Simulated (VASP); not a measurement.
Shape and ions are relaxed at each volume.

Energy against volume of Ru (hcp). All values below come from LDA (Ceperley-Alder, Perdew-Zunger), VASP's LDA PAW potentials (set 64) (plane waves; VASP 6.6.1).

| V (Å³/atom) | E (eV/atom) |
|---|---|
| 12.340 | -10.63676 |
| 12.734 | -10.68316 |
| 13.127 | -10.69730 |
| 13.521 | -10.68437 |
| 13.915 | -10.64869 |

Task: Fit a third-order Birch-Murnaghan equation of state.

Result: 
* **volume per atom**: 13.12 Å³/atom
* **bulk modulus**: 367 GPa
* **pressure derivative of the bulk modulus**: 4.83

Measured: bulk modulus 318 GPa at 0 K (computed value off by +15.4 %), as given by Vázquez-Parga, Fernández-Martínez, Viñes, J. Chem. Theory Comput. (2023), doi:10.1021/acs.jctc.3c00612, Supporting … [zero-point energy and finite temperature contributions removed].

The compound is Ru in the hcp structure. It was relaxed first.
